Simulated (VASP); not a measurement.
Level of theory: PBEsol GGA, VASP's PBE PAW potentials (set 64) (plane waves; VASP 6.6.1).

VASP ran on this input.

### INCAR
```
PREC = Accurate
GGA = PS
SIGMA = 0.1   # width (eV)
ISIF = 3   # ions, shape and volume
LCHARG = .FALSE.
LASPH = .TRUE.
ISMEAR = 1
ALGO = Normal
LWAVE = .FALSE.
NELM = 100   # most electronic steps
EDIFFG = -0.01
LREAL = .FALSE.   # projection in real space or not
LMAXMIX = 4   # l cut-off of mixed one-centre charges
EDIFF = 1E-6
IBRION = 2
SYSTEM = YP
ENCUT = 400   # plane-wave cut-off (eV)
NSW = 60   # most ionic steps
```

KPOINTS:
```
Regular mesh
0
gamma
8 8 8
```

### POSCAR
```
YP
1
    0.0000000000     3.4294610000     3.4294610000
    3.4294610000     0.0000000000     3.4294610000
    3.4294610000     3.4294610000     0.0000000000
Y P
1 1
Direct
  0.0000000000   0.0000000000   0.0000000000
  0.2500000000   0.2500000000   0.2500000000
```

POTCAR, in this order: Y_sv P (PBE.64 set). Program: vasp_std.

What VASP printed:

File OSZICAR:
```
       N       E                     dE             d eps       ncg     rms          rms(c)
DAV:   1     0.413582991960E+02    0.41358E+02   -0.62816E+03   696   0.943E+02
DAV:   2    -0.122965123808E+02   -0.53655E+02   -0.50358E+02   860   0.180E+02
DAV:   3    -0.157106949778E+02   -0.34142E+01   -0.33907E+01   988   0.374E+01
DAV:   4    -0.159158173085E+02   -0.20512E+00   -0.20476E+00  1056   0.866E+00
DAV:   5    -0.159200484461E+02   -0.42311E-02   -0.42305E-02   980   0.122E+00    0.174E+01
DAV:   6    -0.139202631128E+02    0.19998E+01   -0.60316E+00   804   0.105E+01    0.150E+01
DAV:   7    -0.138698772272E+02    0.50386E-01   -0.12690E+00  1116   0.506E+00    0.878E+00
DAV:   8    -0.138789824537E+02   -0.91052E-02   -0.22632E-01   848   0.258E+00    0.710E-01
DAV:   9    -0.138669974702E+02    0.11985E-01   -0.84236E-02   992   0.129E+00    0.229E-01
DAV:  10    -0.138672381446E+02   -0.24067E-03   -0.44657E-03   984   0.390E-01    0.148E-01
DAV:  11    -0.138673672880E+02   -0.12914E-03   -0.40584E-04   944   0.155E-01    0.530E-02
DAV:  12    -0.138673681823E+02   -0.89439E-06   -0.29577E-05  1044   0.355E-02    0.170E-02
DAV:  13    -0.138673694258E+02   -0.12434E-05   -0.26798E-05  1120   0.298E-02    0.863E-03
DAV:  14    -0.138673686966E+02    0.72914E-06   -0.86507E-06   872   0.156E-02
   1 F= -.13867369E+02 E0= -.13868567E+02  d E =-.138674E+02
       N       E                     dE             d eps       ncg     rms          rms(c)
DAV:   1    -0.285575342604E+02   -0.14690E+02   -0.30585E+02   748   0.137E+02    0.282E+01
DAV:   2    -0.170244315324E+02    0.11533E+02   -0.15172E+01   696   0.348E+01    0.128E+01
DAV:   3    -0.141874524507E+02    0.28370E+01   -0.16984E+01  1164   0.259E+01    0.970E+00
DAV:   4    -0.143105393964E+02   -0.12309E+00   -0.26510E-01   844   0.460E+00    0.624E+00
DAV:   5    -0.145333665953E+02   -0.22283E+00   -0.47959E-01  1136   0.294E+00    0.956E-01
DAV:   6    -0.145445971542E+02   -0.11231E-01   -0.95253E-03   812   0.704E-01    0.774E-01
DAV:   7    -0.145682294681E+02   -0.23632E-01   -0.46879E-02  1332   0.115E+00    0.235E-01
DAV:   8    -0.145681233583E+02    0.10611E-03   -0.99672E-04   828   0.255E-01    0.127E-01
DAV:   9    -0.145681019768E+02    0.21382E-04   -0.45459E-04   932   0.159E-01    0.271E-02
DAV:  10    -0.145680975334E+02    0.44433E-05   -0.34784E-05   828   0.576E-02    0.199E-02
DAV:  11    -0.145681004904E+02   -0.29570E-05   -0.30569E-06   888   0.183E-02    0.406E-03
DAV:  12    -0.145681005398E+02   -0.49433E-07   -0.18933E-07   516   0.386E-03
   2 F= -.14568101E+02 E0= -.14568304E+02  d E =-.700732E+00
       N       E                     dE             d eps       ncg     rms          rms(c)
DAV:   1    -0.152223929145E+02   -0.65429E+00   -0.12600E+01   816   0.286E+01    0.603E+00
DAV:   2    -0.148540008062E+02    0.36839E+00   -0.19794E+00   892   0.113E+01    0.389E+00
DAV:   3    -0.146212266545E+02    0.23277E+00   -0.87643E-01  1072   0.616E+00    0.319E+00
DAV:   4    -0.146455500551E+02   -0.24323E-01   -0.78955E-02   832   0.251E+00    0.164E+00
DAV:   5    -0.146591714392E+02   -0.13621E-01   -0.68718E-02  1176   0.102E+00    0.286E-01
DAV:   6    -0.146603706766E+02   -0.11992E-02   -0.24595E-03   856   0.334E-01    0.197E-01
DAV:   7    -0.146610271348E+02   -0.65646E-03   -0.12236E-03  1200   0.164E-01    0.980E-02
DAV:   8    -0.146610400074E+02   -0.12873E-04   -0.66126E-05   768   0.762E-02    0.440E-02
DAV:   9    -0.146610418856E+02   -0.18782E-05   -0.27893E-05   876   0.521E-02    0.102E-02
DAV:  10    -0.146610417886E+02    0.96990E-07   -0.17999E-06   708   0.107E-02
   3 F= -.14661042E+02 E0= -.14661453E+02  d E =-.793673E+00
```

**OUTCAR**
```
------------------------ aborting loop because EDIFF is reached ----------------------------------------
  FORCE on cell =-STRESS in cart. coord.  units (eV):
  Direction    XX          YY          ZZ          XY          YZ          ZX
  --------------------------------------------------------------------------------------
  Total        0.0099343      0.0099343      0.0099343      0.0000000      0.0000000      0.0000000
  in kB        0.2643724      0.2643724      0.2643724      0.0000000      0.0000000      0.0000000
  external PRESSURE =       0.2643724 kB  Pullay stress =       0.0000000 kB
  volume of cell :       60.20
      direct lattice vectors                 reciprocal lattice vectors
    -0.000000000  3.110764187  3.110764187    -0.160732209  0.160732209  0.160732209
     3.110764187 -0.000000000  3.110764187     0.160732209 -0.160732209  0.160732209
     3.110764187  3.110764187 -0.000000000     0.160732209  0.160732209 -0.160732209
 POSITION                                       TOTAL-FORCE (eV/Angst)
 -----------------------------------------------------------------------------------
      0.00000      0.00000      0.00000        -0.000000      0.000000     -0.000000
      1.55538      1.55538      1.55538         0.000000     -0.000000      0.000000
 -----------------------------------------------------------------------------------
    total drift:                                0.000000      0.000000      0.000000
  FREE ENERGIE OF THE ION-ELECTRON SYSTEM (eV)
  ---------------------------------------------------
  free  energy   TOTEN  =       -14.6610417886 eV

  energy  without entropy=      -14.6622769158  energy(sigma->0) =      -14.66145350

 reached required accuracy - stopping structural energy minimisation
```
(Selected blocks of OUTCAR.)

### CONTCAR
```
YP
   1.00000000000000
    -0.0000000000000000    3.1107641872856191    3.1107641872856191
     3.1107641872856191   -0.0000000000000000    3.1107641872856191
     3.1107641872856191    3.1107641872856191   -0.0000000000000000
  Y               P
     1     1
Direct
     0.0000000000000000    0.0000000000000000    0.0000000000000000
     0.2500000000000000    0.2500000000000000    0.2500000000000000
```

OUTCAR:
```
 val. band max:        1.5322974252   @ k =   0.5000   0.5000   0.0000

 cond. band min:       3.0442243957   @ k =   0.5000   0.5000   0.0000


 Fermi energy:         1.5775818373

 k-point     1 :       0.0000    0.0000    0.0000
  band No.  band energies     occupation
      1     -39.8848      2.00000
      2     -19.8941      2.00000
      3     -19.8941      2.00000
      4     -19.8941      2.00000
      5      -7.1130      2.00000
      6       0.6485      2.00000
      7       0.6485      2.00000
      8       0.6485      2.00000
      9       4.4591      0.00000
     10       4.9129      0.00000
     11       4.9129      0.00000
     12       8.5523      0.00000

 k-point     2 :       0.1250    0.0000    0.0000
  band No.  band energies     occupation
      1     -39.8841      2.00000
      2     -19.9102      2.00000
      3     -19.8963      2.00000
      4     -19.8963      2.00000
      5      -7.0140      2.00000
      6       0.3968      2.00000
      7       0.7078      2.00000
      8       0.7078      2.00000
      9       4.8130      0.00000
     10       4.8130      0.00000
     11       4.9952      0.00000
     12       8.1885      0.00000

 k-point     3 :       0.2500    0.0000    0.0000
  band No.  band energies     occupation
      1     -39.8823      2.00000
      2     -19.9489      2.00000
      3     -19.9015      2.00000
      4     -19.9015      2.00000
      5      -6.7711      2.00000
      6      -0.0000      2.00000
      7       0.8370      2.00000
      8       0.8370      2.00000
      9       4.7533      0.00000
     10       4.7533      0.00000
     11       5.8527      0.00000
     12       7.4452      0.00000

 k-point     4 :       0.3750    0.0000    0.0000
  band No.  band energies     occupation
      1     -39.8806      2.00000
      2     -19.9870      2.00000
      3     -19.9068      2.00000
      4     -19.9068      2.00000
      5      -6.5239      2.00000
      6      -0.2072      2.00000
...
```

Energy and stress use the plane-wave basis of the starting cell.

The structure was generated: YP was put into the zinc blende type (F-43m), which need not be its known phase. This run relaxes it. Symmetry was kept, so distortions that lower it aren't found.
